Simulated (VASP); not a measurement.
MnAl15N16 (a cell with a defect): single point with PBEsol+U

The system is MnAl15N16 (a cell with a defect).

```xyz
32
Lattice="6.2200 0.0000 0.0000 -3.1100 5.3867 0.0000 0.0000 0.0000 9.9600" Properties=species:S:1:pos:R:3 pbc="T T T"
Mn    1.5388    0.8803    9.9533
Al    1.5416    0.8820    4.9633
Al    0.0188    3.5942    0.0120
Al   -0.0008    3.5806    4.9742
Al    4.6622    0.8914    0.0009
Al    4.6569    0.8829    4.9753
Al    3.1090    3.5836    9.9600
Al    3.1019    3.5783    4.9770
Al   -0.0252    1.7828    2.4955
Al   -0.0050    1.7977    7.4542
Al   -1.5670    4.4557    2.5000
Al   -1.5488    4.4803    7.4479
Al    3.0949    1.7751    2.4917
Al    3.1100    1.7894    7.4458
Al    1.5498    4.4762    2.4883
Al    1.5572    4.4858    7.4647
N     1.5230    0.8637    1.9627
N     1.5487    0.8903    6.8692
N    -0.0045    3.5774    1.9059
N     0.0083    3.5905    6.8678
N     4.6475    0.8845    1.8987
N     4.6652    0.8880    6.8688
N     3.0991    3.5673    1.8975
N     3.1087    3.5885    6.8731
N    -0.0150    1.7872    4.3929
N    -0.0574    1.8385    9.3483
N    -1.5616    4.4665    4.3964
N    -1.5315    4.4400    9.3595
N     3.1003    1.7818    4.3917
N     3.1497    1.8093    9.3251
N     1.5521    4.4768    4.3831
N     1.5654    4.4871    9.3671
```

```
Program                : VASP 6.6.1
Task                   : single point
Functional             : PBEsol
Potentials or basis    : VASP PAW PBE potentials, release 64 (Mn_pv, Al, N)
Cutoff                 : 450 eV
k mesh                 : 3 × 3 × 2
Occupations            : gaussian, width 0.03 eV
Spin                   : collinear spin, ferromagnetic start
Hubbard terms          : Mn d U = 3.5 eV
Dq                     : 0
Further INCAR settings : LREAL = Auto; ALGO = Normal; EDIFF = 1e-05; ISYM = 0
```

The largest force is 0.621 eV/Å, the band gap on the k mesh is none (metal or under the smearing width) and the net moment is 4.00 μB per cell. The site moments are Mn +3.86; Al +0.00, +0.01; N -0.00, +0.01, +0.00, -0.07, -0.08, -0.04 μB and the valence electrons inside the program's atomic spheres are Mn 11.72; Al 0.81, 0.82; N 3.82, 3.83, 3.84, 3.81.

Forces in eV/Å, atoms in the order of the input:
```
Mn   0.060  0.282 -0.130
Al   0.001  0.003 -0.058
Al   0.041  0.048  0.090
Al  -0.022 -0.004 -0.012
Al  -0.105 -0.013  0.032
Al  -0.002  0.030 -0.009
Al   0.039 -0.078  0.011
Al   0.016 -0.015  0.001
Al   0.127 -0.040  0.041
Al  -0.042  0.004 -0.091
Al  -0.002  0.111  0.020
Al  -0.022 -0.038  0.013
Al  -0.134 -0.045  0.006
Al   0.045  0.030 -0.050
Al  -0.003 -0.025  0.024
Al   0.018 -0.011 -0.050
N    0.066  0.041  0.616
N   -0.001  0.019  0.051
N   -0.005 -0.018 -0.014
N    0.011  0.004  0.018
N    0.011 -0.017 -0.032
N    0.004 -0.015  0.003
N   -0.003  0.007 -0.018
N   -0.017  0.008 -0.011
N   -0.019 -0.003  0.028
N   -0.125 -0.004 -0.192
N    0.002 -0.027  0.033
N   -0.220 -0.491 -0.289
N    0.033  0.009  0.030
N    0.242  0.228 -0.074
N   -0.008  0.008 -0.005
N    0.014  0.012  0.018
```

Levels at points of the mesh, in eV from the Fermi level:
Spin up:
```csv
k point,band 67,band 68,band 69,band 70,band 71,band 72,band 73,band 74,band 75,band 76
"(0.00, 0.00, 0.00)",-1.57,-1.53,-1.52,-0.24,0.23,0.34,2.90,3.96,3.96,4.00
"(0.00, 0.00, 0.50)",-1.70,-1.45,-1.44,-0.47,0.21,0.32,3.68,3.70,3.74,3.85
```
Spin down:
```
           k point  band 64  band 65  band 66  band 67  band 68  band 69  band 70  band 71
(0.00, 0.00, 0.00)    -1.81    -1.54    -1.54    -1.37     2.88     2.93     2.97     3.06
(0.00, 0.00, 0.50)    -1.74    -1.73    -1.57    -1.57     2.79     2.87     2.89     3.16
```

Eigenvalues of the final occupation matrices:
```csv
site,spin,trace,eigenvalues
site 1 d,1,4.40,0.75 0.83 0.93 0.94 0.95
site 1 d,2,0.61,0.05 0.05 0.16 0.16 0.18
```

It took 4 min on 4 MPI ranks on Intel(R) Xeon(R) 6975P-C (Granite Rapids) (shared host), peak memory 0.7 GiB a rank.

Caveat: the k mesh is coarse (spacing up to 0.39 Å⁻¹), so the values aren't converged; the PAW data sets were made with another functional, which shifts forces and pressure a little; only a ferromagnetic start was run, and an antiferromagnetic order may lie lower in energy. The state reached can hang on the start; a lower one may exist.
